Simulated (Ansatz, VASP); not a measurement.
# Ba4LiAl4Ge4H2 in two plane-wave programs, part 2 of 2

One calculation is typed for both programs; each brings its own data sets and cutoff. How far apart do they land? The structure shown is the end of the VASP relaxation below.

VASP 6.6.1 and Ansatz 0.2.0.

So far: The structure; VASP: relaxation, PBEsol.

### 3. Ansatz: single point, PBEsol

Level of this step: Ansatz beside VASP: Kohn-Sham DFT, plane waves, PBEsol (Ansatz).

Ansatz runs on its default PAW (the set named soft_2) files.

The same cell, functional, mesh and smearing now go to Ansatz, which takes its cutoff from its data sets.

File input.yaml:

```yaml
crystal:
  lattice:
    - [-6.52425573, 3.7667808, 5.07977004]
    - [6.52425573, -3.7667808, 5.07977004]
    - [2.17475191, 3.7667808, -5.07977004]
  atoms:
    - { symbol: Ba, position: [0.48949842, 0.5001215, 0.9956191] }
    - { symbol: Ba, position: [0.96060733, 0.98580018, 0.99727536] }
    - { symbol: Ba, position: [0.97647492, 0.45724948, 0.46334559] }
    - { symbol: Ba, position: [0.51957097, 0.99787981, 0.537231], spin: 0.6 }
    - { symbol: Ge, position: [0.54459575, 0.3709269, 0.49299446] }
    - { symbol: Ge, position: [0.04620374, 0.87097989, 0.50695206] }
    - { symbol: Ge, position: [0.06381385, 0.3976914, 0.0051016], spin: 0.6 }
    - { symbol: Ge, position: [0.54424103, 0.89198101, 0.99343541] }
    - { symbol: Al, position: [0.40793411, 0.56982896, 0.49023644] }
    - { symbol: Al, position: [0.91593524, 0.07818539, 0.50542426] }
    - { symbol: Al, position: [0.94716904, 0.61210438, 0.00485354] }
    - { symbol: Al, position: [0.44631985, 0.12757575, 0.99513704] }
    - { symbol: H, position: [0.08633913, 0.24514675, 0.50199542] }
    - { symbol: H, position: [0.61659865, 0.29507445, 0.99603241] }
    - { symbol: Li, position: [0.22178236, 0.88589414, 0.99932941], spin: 0.6 }
hamiltonian:
  xc: pbesol
  pseudopotentials: { kind: paw }
magnetization:
  spin_polarized: true
kpoints:
  mp_grid: { grid: [3, 3, 3] }
scf:
  occupations: { method: gaussian, width: 0.05 }
  n_extra_bands: 9
output:
  forces: true
  eigenvalues: true
```

Command:

```console
$ ansatz run input.yaml --threads 4 --pin off --max-ram 9216MiB --backend cpu --events-out ev --progress --plain --runs-dir out
```

Numbers of over 12 decimals in the logs are rounded to 6 here.

The program printed:

```text
Warning: the band count 66 (scf.n_extra_bands) hosts the net moment |M| = 1.8000 μB (N_el = 113) but caps the reachable moment at 2·n_bands − N_el = 19.0000 μB, below the 73 bands that the automatic rule leaves for it — a moment growing past the seed, or the majority channel's smearing tail, pins there with fewer empty majority states than that count leaves; raise or omit scf.n_extra_bands unless the cap is intended
scf.n_extra_bands = 9 over 57 filled bands (N_el = 113.0): the run solves 66 bands
Engine: ansatz 0.2.0, aarch64-unknown-linux-gnu
Pseudopotentials: kind: paw
Pseudopotential: Ba, paw, valence charge 10, recommended cutoff 420 eV (normal), Ba.paw.azcp
Pseudopotential: Ge, paw, valence charge 14, recommended cutoff 420 eV (normal), Ge.paw.azcp
Pseudopotential: Al, paw, valence charge 3, recommended cutoff 420 eV (normal), Al.paw.azcp
Pseudopotential: H, paw, valence charge 1, recommended cutoff 420 eV (normal), H.paw.azcp
Pseudopotential: Li, paw, valence charge 3, recommended cutoff 420 eV (normal), Li.paw.azcp
Functional definition: PBEsol
  exchange = pbesol_x
  correlation = pbesol_c
Crystal: 15 atoms, lattice volume = 332.900 Å³
Basis set: ecut = 420 eV, 6515 PW (Γ), exchange–correlation on 128×128×90 points (8 copies of the dense FFT grid, shifted against one another)
Bands: 66, of which v1, the nominal top of the filled ones, is band 57 counted from 1 (56 counted from 0)
Symmetry: 1 space group operations
Space group: P1 (ITA 1), of the structure as read, at distance tolerance 6.9e-5 Å
Magnetic group: BNS 1.1 (UNI 1), of the structure as read, at distance tolerance 6.9e-5 Å
k-points: 14 of 27 (time reversal used)
Non-local potential: Ba, projectors of the file, l = 0: 3, l = 1: 2, l = 2: 2, l = 3: 2
Non-local potential: Ge, projectors of the file, l = 0: 2, l = 1: 2, l = 2: 3, l = 3: 1
Non-local potential: Al, projectors of the file, l = 0: 2, l = 1: 2, l = 2: 1
Non-local potential: H, projectors of the file, l = 0: 2, l = 1: 1
Non-local potential: Li, projectors of the file, l = 0: 3, l = 1: 2, l = 2: 1
PAW form: soft (Blöchl's): semilocal exchange-correlation on the pseudo side does not see the compensation charge
PAW frozen core: Ba, regenerated for the run's functional, and the local potential with it (the file was generated under x = pbe(κ = 0.804, μ = 0.219515), c = pbe(β = 0.066725))
PAW frozen core: Ge, regenerated for the run's functional, and the local potential with it (the file was generated under x = pbe(κ = 0.804, μ = 0.219515), c = pbe(β = 0.066725))
PAW frozen core: Al, regenerated for the run's functional, and the local potential with it (the file was generated under x = pbe(κ = 0.804, μ = 0.219515), c = pbe(β = 0.066725))
PAW one-centre angular grid: Ba, 194 points (default); XC on 64 Gauss nodes
PAW one-centre angular grid: Ge, 590 points (default); XC on 64 Gauss nodes
PAW one-centre angular grid: Al, 110 points (default); XC on 64 Gauss nodes
PAW one-centre angular grid: H, 110 points (default); XC on 64 Gauss nodes
PAW one-centre angular grid: Li, 110 points (default); XC on 64 Gauss nodes
Initial density: superposition of atomic densities (chi_scale 0.1, normalization cell, long waves kept (reshape's long-wave potential 0.01 eV rms))
Starting moments: Σ|m| = 1.8 μB on 3 of 15 sites
Initial wavefunctions: pseudopotential atomic-orbital guess
Functional: x = pbesol(κ = 0.804, μ = 0.123457), c = pbesol(β = 0.046)
SCF iter   1: F=—  HF=-42808.044888 eV  |F-HF|=—  |Δ(HF+E_count)|=         —  Δρ=3.42e-2 (↑3.42e-2 ↓2.86e-2)  dr2=1.55e1  dr2_m=1.39e0  M=0.146 μB ∫|m|=0.242 μB  β_m=0.30  ethr=3.10e-3  ⟨swp⟩=10.2  Hψ=9506  notcnv=0
preconditioner: auto → Kerker (q_TF=auto, 2.279 Å⁻¹)  [metal: Δε(μ)=0.006 eV  Ē_g=13.763 eV  σ=0.050 eV  W_gap=0.07  n_scr=60 (ndim 8)  ℏωp=20.7 eV  f_vac=0.000  D(μ)=4.64/eV (n_scr^D=26)]
spin=Collinear: Kerker preconditioning applied to the charge; magnetization (m = ρ↑ − ρ↓) channel mixes plain (no charge-response kernel on spin).
SCF iter   2: F=—  HF=-42805.679860 eV  |F-HF|=—  |Δ(HF+E_count)|=    2.37e0  Δρ=2.33e-2 (↑2.33e-2 ↓2.06e-2)  dr2=8.21e0  dr2_m=6.93e-1  M=0.074 μB ∫|m|=0.178 μB  β_m=0.30  ethr=3.10e-3  ⟨swp⟩=2.7  Hψ=3817  notcnv=0  defer=111
SCF iter   3: F=—  HF=-42803.405931 eV  |F-HF|=—  |Δ(HF+E_count)|=    2.27e0  Δρ=1.23e-2 (↑1.08e-2 ↓1.23e-2)  dr2=6.28e-1  dr2_m=3.46e-1  M=0.067 μB ∫|m|=0.128 μB  β_m=0.30  ethr=3.10e-3  ⟨swp⟩=3.9  Hψ=4087  notcnv=0  defer=111
SCF iter   4: F=—  HF=-42803.212227 eV  |F-HF|=—  |Δ(HF+E_count)|=   1.94e-1  Δρ=8.16e-3 (↑7.76e-3 ↓8.16e-3)  dr2=1.37e-1  dr2_m=1.72e-1  M=0.061 μB ∫|m|=0.105 μB  β_m=0.30  ethr=5.56e-4  ⟨swp⟩=3.7  Hψ=3977  notcnv=0  defer=102
SCF iter   5: F=—  HF=-42803.232111 eV  |F-HF|=—  |Δ(HF+E_count)|=   1.99e-2  Δρ=5.62e-3 (↑5.62e-3 ↓5.37e-3)  dr2=3.10e-2  dr2_m=8.59e-2  M=0.052 μB ∫|m|=0.087 μB  β_m=0.30  ethr=1.21e-4  ⟨swp⟩=2.4  Hψ=3364  notcnv=0  defer=102
SCF iter   6: F=—  HF=-42803.209774 eV  |F-HF|=—  |Δ(HF+E_count)|=   2.23e-2  Δρ=3.83e-3 (↑3.74e-3 ↓3.83e-3)  dr2=4.87e-3  dr2_m=4.30e-2  M=0.044 μB ∫|m|=0.071 μB  β_m=0.30  ethr=2.74e-5  ⟨swp⟩=2.0  Hψ=3284  notcnv=0  defer=102
SCF iter   7: F=—  HF=-42803.215776 eV  |F-HF|=—  |Δ(HF+E_count)|=   6.00e-3  Δρ=2.68e-3 (↑2.67e-3 ↓2.68e-3)  dr2=1.93e-3  dr2_m=2.15e-2  M=0.036 μB ∫|m|=0.059 μB  β_m=0.30  ethr=4.31e-6  ⟨swp⟩=2.0  Hψ=3329  notcnv=0  defer=102
Mixer restart at iter 7: flushing history
spin-set hold released at iteration 7 (site moments contracting): the magnetisation degrees of freedom join the quasi-Newton model from the next iteration; the mixer history was flushed
SCF iter   8: F=—  HF=-42803.219164 eV  |F-HF|=—  |Δ(HF+E_count)|=   3.39e-3  Δρ=1.90e-3 (↑1.90e-3 ↓1.89e-3)  dr2=1.28e-3  dr2_m=1.08e-2  M=0.030 μB ∫|m|=0.049 μB  β_m=0.65  ethr=1.71e-6  ⟨swp⟩=2.0  Hψ=1774  notcnv=0  defer=102
SCF iter   9: F=—  HF=-42803.222788 eV  |F-HF|=—  |Δ(HF+E_count)|=   3.62e-3  Δρ=6.96e-5 (↑6.82e-5 ↓6.96e-5)  dr2=1.34e-4  dr2_m=6.42e-6  M=0.010 μB ∫|m|=0.015 μB  β_m=0.74  ethr=1.13e-6  ⟨swp⟩=2.0  Hψ=3330  notcnv=0  defer=102
SCF iter  10: F=—  HF=-42803.222792 eV  |F-HF|=—  |Δ(HF+E_count)|=   3.87e-6  Δρ=4.67e-5 (↑4.31e-5 ↓4.67e-5)  dr2=5.96e-5  dr2_m=1.89e-6  M=0.006 μB ∫|m|=0.009 μB  β_m=0.83  ethr=1.19e-7  ⟨swp⟩=2.0  Hψ=3330  notcnv=0  defer=102
SCF iter  11: F=—  HF=-42803.222788 eV  |F-HF|=—  |Δ(HF+E_count)|=   4.18e-6  Δρ=2.16e-5 (↑2.13e-5 ↓2.16e-5)  dr2=1.35e-5  dr2_m=2.26e-7  M=0.003 μB ∫|m|=0.004 μB  β_m=0.77  ethr=5.27e-8  ⟨swp⟩=2.0  Hψ=3294  notcnv=0  defer=102
SCF iter  12: F=—  HF=-42803.222785 eV  |F-HF|=—  |Δ(HF+E_count)|=   3.35e-6  Δρ=5.99e-6 (↑5.44e-6 ↓5.99e-6)  dr2=6.81e-7  dr2_m=5.04e-8  M=0.000 μB ∫|m|=0.001 μB  β_m=0.89  ethr=1.19e-8  ⟨swp⟩=2.0  Hψ=3196  notcnv=0  defer=102
SCF iter  13: F=—  HF=-42803.222785 eV  |F-HF|=—  |Δ(HF+E_count)|=   2.59e-8  Δρ=1.48e-6 (↑1.48e-6 ↓1.45e-6)  dr2=2.86e-8  dr2_m=4.21e-9  M=-0.000 μB ∫|m|=0.000 μB  β_m=0.94  ethr=8.85e-11  ⟨swp⟩=12.3  Hψ=12037  notcnv=0
SCF iter  14: F=-42803.222785 eV  HF=-42803.222785 eV  |F-HF|=2.74e-9  |Δ(HF+E_count)|=   2.10e-8  Δρ=3.56e-7 (↑3.50e-7 ↓3.56e-7)  dr2=3.06e-9  dr2_m=9.17e-11  M=-0.000 μB ∫|m|=0.000 μB  ethr=2.53e-11  ⟨swp⟩=4.0  Hψ=5012  notcnv=0
SCF 1 converged in 14 iterations: F = -42803.222785 eV  dr2 = 3.06e-9
  greatest PAW one-centre occupation: 1.000 electrons in one spin orbital (limit 2), on the Li atom at site 14 (counted from 0), in its partial waves of l = 0
WARN: the starting moments were not kept: the SCF closed with an absolute magnetisation of 4.5e-5 μB, where they sum to 1.8 μB in size (3 sites). That is at most 0.1 of that sum. Measured as dr2_m measures the in/out step, that magnetisation stands 5.3e-11 eV from none, at or under the dr2_threshold of 1.0e-7 eV: it is no larger than a step whose dr2_m would equal this threshold. The system may hold no moment; this S [...]
SCF converged after 14 iterations
Magnetization: -0.0000 μB (56.5000 up, 56.5000 down)
Absolute magnetization: 0.0000 μB (∫|ρ↑−ρ↓|, with the PAW one-centre terms)
Spin contamination: 0.0000 ħ² per cell (⟨S²⟩ above its minimum at these occupations)
Per-site moments (μB) at R_I (Å): [(3.3856305134952374e-7, 1.045158), (-1.0000270204305543e-7, 1.027271), (-2.2202363269022302e-8, 1.045489), (6.322821070108622e-8, 1.040600), (-6.767492490583424e-7, 1.051664), (-3.0282138687441086e-7, 1.044413), (-1.3801617367821714e-6, 1.023481), (2.751678466182932e-7, 1.074885), (1.9239392531973264e-6, 1.023481), (6.360752918227186e-8, 0.714208), (-8.202425106205638e-7, 1.049094), (-5.884808993914744e-8, 0.705959), (-1.4810512452499381e-7, 0.714208), (-7.367078969785824e-8, 0.705959), (-2.3976117126007385e-6, 0.987170)]
Free energy (F): -42803.222785 eV
Harris-Foulkes:  -42803.222785 eV  (|F-HF|=2.74e-9)
Internal energy: -42803.218139 eV  (E = F + TS)
E sigma→0 (E₀):  -42803.220462 eV
Entropy (-TS):   -0.004645 eV (-0.310 meV/atom)
Fermi energy:    8.538087 eV
--- Per-component energies (eV) ---
  E_band       = -780.447103
  E_kinetic    = 1267.591510
  E_local      = -11922.412884  (includes V_loc(G=0)·N_el)
  E_nonlocal   = 1925.816759
  E_hartree    = 5168.654797
  E_xc         = -1156.423448
  E_vxc        = -959.403965  (∫ρ·V_xc dr)
  E_paw        = -30318.530035  (= ΣΔE_a)
  E_vpaw       = -1429.349092  (= ΣTr[D̂ρ^β])
  E_aug_tail   = -0.001166  (compensation charges beyond the density's cutoff)
  E_ewald      = -7772.267707
  E_core_change = 4.354034  (= ΣΔE_core)
  E_smearing   = -0.004645  (= −TS)
  E_closure    = -0.000000  (closes the sum)
  Σ components = -42803.222785   (vs F -42803.222785, Δ=0.00e0)
--- Forces (eV/Å), atoms counted from 1 ---
  atom   1  Ba    -0.04872008    -0.03134634    -0.00945238
  atom   2  Ba     0.08158131     0.00014205     0.00557311
  atom   3  Ba    -0.03831717     0.00302072    -0.00138060
  atom   4  Ba     0.02615689     0.03389779     0.01649301
  atom   5  Ge    -0.02132455    -0.01009782    -0.01674824
  atom   6  Ge     0.01855158     0.01155777    -0.02048428
  atom   7  Ge    -0.01222146     0.02134955    -0.02256885
  atom   8  Ge    -0.02574314     0.02448606    -0.01555829
  atom   9  Al     0.03756938    -0.03312892     0.00048211
  atom  10  Al    -0.00989711     0.03479841     0.00367839
  atom  11  Al     0.00861209    -0.01824526     0.06243386
  atom  12  Al    -0.01526970    -0.00825075     0.00606836
  atom  13  H      0.01098419    -0.01893824     0.02544893
  atom  14  H     -0.02711192     0.03278889    -0.02686308
  atom  15  Li     0.01514800    -0.04202587    -0.00713620
  max |Σ_I F_I| component: 1.41e-5 eV/Å
--- Band table (eV; the first three rows and the last of 28) ---
  k-point 0 ↑: bands = [... 53 lower, 7.3811, 7.4108, 7.5631, 7.9789, 8.8945, 9.1943, 9.4116, 9.7615, ... 5 higher]
  k-point 1 ↑: bands = [... 53 lower, 7.0227, 7.2240, 7.9434, 8.5007, 9.4690, 9.9199, 10.0160, 10.1568, ... 5 higher]
  k-point 2 ↑: bands = [... 53 lower, 7.2544, 7.3258, 7.9469, 8.7174, 9.0028, 9.4147, 9.7953, 10.0639, ... 5 higher]
  k-point 13 ↓: bands = [... 53 lower, 7.2226, 7.3152, 8.1837, 8.5893, 9.1031, 9.3087, 9.5620, 10.3233, ... 5 higher]
```

Elapsed: 38 s, on 4 threads of Arm Neoverse V1, shared host; peak memory 1.1 GiB.

### 4. Differences

Known differences besides the potentials themselves: the data sets hold 113 valence electrons in Ansatz (default PAW (the set named soft_2) files) and 71 in VASP; the cutoff is 420 eV in Ansatz and 280 eV in VASP (PREC = Normal, projectors in real space); Ansatz makes its cores anew for this functional, VASP keeps those of its PBE data sets; VASP leaves aspherical gradient terms in its spheres out (LASPH is not set), Ansatz keeps them. Total energies have different zeros and are not compared.

At this near-relaxed geometry the largest component of a force difference is 39 meV/Å. VASP's last cycles still show a density residual of 3e-03, so its state may not be settled.

### 5. Further runs

Further runs change the set-up of one program: Ansatz's method, potentials or start, or VASP's data sets, cutoff or form of LDA. The table gives Ansatz less VASP for each quantity, since a change that brings one quantity closer may part another.

```
                                        run  r.m.s. force difference (meV/Å)
                                   as above                               14
                       cores kept as stored                               14
norm-conserving potentials (cutoff 1061 eV)                               14
```

### 6. What came out

```json
{
 "r.m.s. force difference (single point, PBEsol)": "14 meV/Å"
}
```

The r.m.s. force difference is 14 meV/Å (single point, PBEsol), beyond the 12 meV/Å picked in this series as the mark of a large difference. For single point, PBEsol, no further run moves any of the tabulated differences by more than a quarter of its size. 1 further run of this series is not shown here. How closely two codes agree says nothing of how well the functional describes the real material.

[Lines on the potential files, build, host, timing and source positions are cut from VASP's logs without a mark.]

[Logs are printed without paths, hosts, clocks, repeated set-up lines and the standing remarks that a program may print on its own settings, such as how far it seeks lower states.]

[Hosts, paths, dates, database ids (printed as entryN), source tags and the programs' standing remarks are cut or masked in the printed files.]
